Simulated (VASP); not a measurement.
Level of theory: PBEsol GGA, VASP's PBE PAW potentials (set 64) (plane waves; VASP).

The input files of a VASP run:

**KPOINTS**
```
Automatic mesh
0
Gamma
9 9 9
0 0 0
```

### POSCAR
```
MgS
1
    0.0000000000     2.5018698566     2.5018698566
    2.5018698566    -0.0000000000     2.5018698566
    2.5018698566     2.5018698566     0.0000000000
Mg S
1 1
Direct
  0.0000000000   0.0000000000   0.0000000000
  0.5000000000   0.5000000000   0.5000000000
```

### INCAR
```
SYSTEM=MgS
PREC=Accurate; ENCUT=500; LREAL=.FALSE.
LASPH=.TRUE.
EDIFF=1E-6; NELM=100; ALGO=Normal
ISMEAR=0; SIGMA=0.05
GGA=PS
IBRION=2; NSW=40; ISIF=3
EDIFFG=-0.02; PSTRESS=100
LWAVE=.FALSE.; LCHARG=.FALSE.
```

POTCAR, in this order: Mg S (PBE.64 set). Program: vasp_std.

The run wrote:

File OSZICAR:
```
       N       E                     dE             d eps       ncg     rms          rms(c)
DAV:   1     0.227760702614E+02    0.22776E+02   -0.38091E+03   600   0.811E+02
DAV:   2    -0.838375625557E+01   -0.31160E+02   -0.29736E+02   744   0.110E+02
DAV:   3    -0.931483159451E+01   -0.93108E+00   -0.93108E+00   672   0.252E+01
DAV:   4    -0.931930314470E+01   -0.44716E-02   -0.44716E-02   920   0.194E+00
DAV:   5    -0.931930596497E+01   -0.28203E-05   -0.28203E-05   720   0.464E-02    0.470E+00
DAV:   6    -0.902113895225E+01    0.29817E+00   -0.69755E-01   576   0.426E+00    0.359E+00
DAV:   7    -0.897951837347E+01    0.41621E-01   -0.20507E-01   704   0.242E+00    0.214E+00
DAV:   8    -0.897761214233E+01    0.19062E-02   -0.72596E-03   680   0.682E-01    0.700E-01
DAV:   9    -0.897753451233E+01    0.77630E-04   -0.25663E-04   696   0.135E-01    0.210E-01
DAV:  10    -0.897753933804E+01   -0.48257E-05   -0.28753E-05   784   0.356E-02    0.451E-02
DAV:  11    -0.897754030277E+01   -0.96473E-06   -0.53968E-07   544   0.622E-03
   1 F= -.70226898E+01 E0= -.70226898E+01  d E =-.702269E+01
```

**OUTCAR**
```
------------------------ aborting loop because EDIFF is reached ----------------------------------------
  FORCE on cell =-STRESS in cart. coord.  units (eV):
  Direction    XX          YY          ZZ          XY          YZ          ZX
  --------------------------------------------------------------------------------------
  Total        1.9516071      1.9516071      1.9516071      0.0000000     -0.0000000     -0.0000000
  in kB       99.8340803     99.8340803     99.8340803      0.0000000     -0.0000000     -0.0000000
  external PRESSURE =      -0.1659197 kB  Pullay stress =     100.0000000 kB
  volume of cell :       31.32
      direct lattice vectors                 reciprocal lattice vectors
     0.000000000  2.501869857  2.501869857    -0.199850523  0.199850523  0.199850523
     2.501869857  0.000000000  2.501869857     0.199850523 -0.199850523  0.199850523
     2.501869857  2.501869857  0.000000000     0.199850523  0.199850523 -0.199850523
 POSITION                                       TOTAL-FORCE (eV/Angst)
 -----------------------------------------------------------------------------------
      0.00000      0.00000      0.00000        -0.000000      0.000000     -0.000000
      2.50187      2.50187      2.50187         0.000000     -0.000000      0.000000
 -----------------------------------------------------------------------------------
    total drift:                                0.000000      0.000000      0.000000
  FREE ENERGIE OF THE ION-ELECTRON SYSTEM (eV)
  ---------------------------------------------------
  free  energy   TOTEN  =        -8.9775403028 eV

  energy  without entropy=       -8.9775403028  energy(sigma->0) =       -8.97754030
  enthalpy is  TOTEN    =        -7.0226897694 eV   P V=        1.9548505334

 reached required accuracy - stopping structural energy minimisation
```
(Selected blocks of OUTCAR.)

File OUTCAR:
```
 val. band max:        4.7952157751   @ k =   0.0000   0.0000   0.0000

 cond. band min:       7.8698926056   @ k =   0.4444   0.4444   0.0000


 Fermi energy:         5.0839005299

 k-point     1 :       0.0000    0.0000    0.0000
  band No.  band energies     occupation
      1      -8.6199      2.00000
      2       4.7952      2.00000
      3       4.7952      2.00000
      4       4.7952      2.00000
      5       9.3768      0.00000
      6      12.5440      0.00000
      7      12.5440      0.00000
      8      12.5440      0.00000

 k-point     2 :       0.1111    0.0000    0.0000
  band No.  band energies     occupation
      1      -8.4751      2.00000
      2       3.8470      2.00000
      3       4.6892      2.00000
      4       4.6892      2.00000
      5      10.0088      0.00000
      6      12.3384      0.00000
      7      12.8069      0.00000
      8      12.8069      0.00000

 k-point     3 :       0.2222    0.0000    0.0000
  band No.  band energies     occupation
      1      -8.0684      2.00000
      2       2.0804      2.00000
      3       4.4465      2.00000
      4       4.4465      2.00000
      5      10.1154      0.00000
      6      12.7801      0.00000
      7      12.7801      0.00000
      8      13.2970      0.00000

 k-point     4 :       0.3333    0.0000    0.0000
  band No.  band energies     occupation
      1      -7.5051      2.00000
      2       0.4268      2.00000
      3       4.2055      2.00000
      4       4.2055      2.00000
      5       9.6639      0.00000
      6      12.1726      0.00000
      7      12.1726      0.00000
      8      15.1969      0.00000

 k-point     5 :       0.4444    0.0000    0.0000
  band No.  band energies     occupation
      1      -7.0408      2.00000
      2      -0.6196      2.00000
      3       4.0638      2.00000
      4       4.0638      2.00000
      5       9.3892      0.00000
      6      11.7896      0.00000
      7      11.7896      0.00000
...
```

The compound is MgS in the rock salt structure. It was relaxed first under an external pressure of 10 GPa.
